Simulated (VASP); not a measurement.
An input for Ansatz (written as the equivalent of a VASP run, and not itself run):

Ansatz 0.2 input:
```yaml
crystal:
  lattice:
    - [4.4065649, 0.0000000, 0.0000000]
    - [0.0000000, 4.4065649, 0.0000000]
    - [0.0000000, 0.0000000, 2.8665891]
  atoms:
    - { symbol: Mn, position: [0.0000000, 0.0000000, 0.0000000], spin: 2.5 }
    - { symbol: Mn, position: [0.5000000, 0.5000000, 0.5000000], spin: -2.5 }
    - { symbol: O, position: [0.3040835, 0.3040835, 1.0000000] }
    - { symbol: O, position: [0.8040835, 0.1959165, 0.5000000] }
    - { symbol: O, position: [0.1959165, 0.8040835, 0.5000000] }
    - { symbol: O, position: [0.6959165, 0.6959165, 0.0000000] }
kpoints:
  mp_grid: { grid: [8, 8, 12] }
hamiltonian:
  xc: pbe
  dispersion: d3bj
  pseudopotentials: { kind: paw }
magnetization: { spin_polarized: true }
scf:
  occupations: { method: tetrahedron }
  max_iter: 100
output: { forces: true, stress: true, eigenvalues: true }
```

Translate this input to VASP (INCAR, KPOINTS, POSCAR, choice of POTCAR).

One answer among several that fit: 
### INCAR
```
! general
SYSTEM  = MnO2
PREC    = Accurate
ENCUT   = 520   ! plane-wave cut-off (eV)
LREAL   = .FALSE.
LASPH   = .TRUE.   ! aspherical one-centre terms

! electronic loop
EDIFF   = 1E-7   ! SCF stop (eV)
NELM    = 100   ! most electronic steps
ALGO    = Normal   ! blocked Davidson
LMAXMIX = 4

! smearing
ISMEAR  = -5   ! tetrahedra, Bloechl

! functional
GGA     = PE
IVDW    = 12

! spin
ISPIN   = 2   ! spin-polarised
MAGMOM  = 2.5 -2.5 -0.0 0.0 0.0 -0.0

! ions
ISIF    = 2   ! forces and stress, cell fixed

! output
LWAVE   = .FALSE.
LCHARG  = .TRUE.
LORBIT  = 11
NEDOS   = 601   ! DOS grid

! other
LEFG    = .TRUE.
```

**KPOINTS**
```
Regular mesh
0
G
8 8 12
```

POSCAR:
```
MnO2
4.4065650
  0.9999999786   0.0000000000   0.0000000000
  0.0000000000   0.9999999786   0.0000000000
  0.0000000000   0.0000000000   0.6505269148
Mn O
2 4
Direct
  0.0000000000   0.0000000000   0.0000000000
  0.5000000000   0.5000000000   0.5000000000
  0.3040834931   0.3040834931   1.0000000000
  0.8040834931   0.1959165069   0.5000000000
  0.1959165069   0.8040834931   0.5000000000
  0.6959165069   0.6959165069   0.0000000000
```

POTCAR, in this order: Mn_pv O (PBE.64 set). Program: vasp_std.

What does not carry over: each code has its own PAW files, so the cut-off isn't converted (ENCUT is set for VASP's; basis.ecutwfc is left out, and Ansatz then takes the one that its files recommend); Ansatz stops its SCF on the density residual and VASP on the energy change (EDIFF); the field gradients of LEFG aren't asked of the other code.

The compound is MnO2 in the rutile structure. It was relaxed first.
